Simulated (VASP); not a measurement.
An input for Quantum ESPRESSO's pw.x (written as the equivalent of a VASP run, and not itself run):

```
&CONTROL
  calculation = 'vc-relax'
  pseudo_dir = './pseudo'
  outdir = './out'
  tprnfor = .true.
  tstress = .true.
  nstep = 60
  forc_conv_thr = 0.00039
/
&SYSTEM
  ibrav = 0
  nat = 2
  ntyp = 2
  ecutwfc = 70
  occupations = 'smearing'
  smearing = 'methfessel-paxton'
  degauss = 0.00735
  input_dft = 'pbesol'
/
&ELECTRONS
  conv_thr = 7.3e-08
  electron_maxstep = 100
/
&IONS
/
&CELL
/
ATOMIC_SPECIES
  In 114.818 In.upf
  Bi 208.980 Bi.upf
CELL_PARAMETERS angstrom
    -0.0000000    3.3596323    3.3596323
     3.3596323    0.0000000    3.3596323
     3.3596323    3.3596323    0.0000000
ATOMIC_POSITIONS crystal
  In   0.0000000  0.0000000  0.0000000
  Bi   0.2500000  0.2500000  0.2500000
K_POINTS automatic
  9 9 9 0 0 0
```

Task: Write the VASP files for the same calculation (PBEsol).

Result: Several could match; the one computed here: 
KPOINTS:
```
Automatic mesh
0
Gamma
9 9 9
0 0 0
```

### POSCAR
```
InBi
1
   -0.0000000000     3.3596323240     3.3596323240
    3.3596323240     0.0000000000     3.3596323240
    3.3596323240     3.3596323240     0.0000000000
In Bi
1 1
Direct
  0.0000000000   0.0000000000   0.0000000000
  0.2500000000   0.2500000000   0.2500000000
```

### INCAR
```
ALGO = Normal
EDIFF = 1E-6
EDIFFG = -0.01
ENCUT = 400
GGA = PS
IBRION = 2
ISIF = 3
ISMEAR = 1
LASPH = .TRUE.
LCHARG = .FALSE.
LMAXMIX = 4
LREAL = .FALSE.
LWAVE = .FALSE.
NELM = 100
NSW = 60
PREC = Accurate
SIGMA = 0.1
SYSTEM = InBi
```

POTCAR, in this order: In_d Bi_d (PBE.64 set). Program: vasp_std.

The two are equivalent in intent, not identical: the potentials are each code's own (VASP's PAW set, PseudoDojo norm-conserving files in pw.x), so ENCUT and ecutwfc are chosen apart and not converted; conv_thr bounds pw.x's estimated SCF error, while EDIFF bounds the energy change between steps; forc_conv_thr acts on force components and is met together with etot_conv_thr.

The structure was generated: InBi was put into the zinc blende type (F-43m), which need not be its known phase. It was relaxed first. The start is the result of an earlier pass.
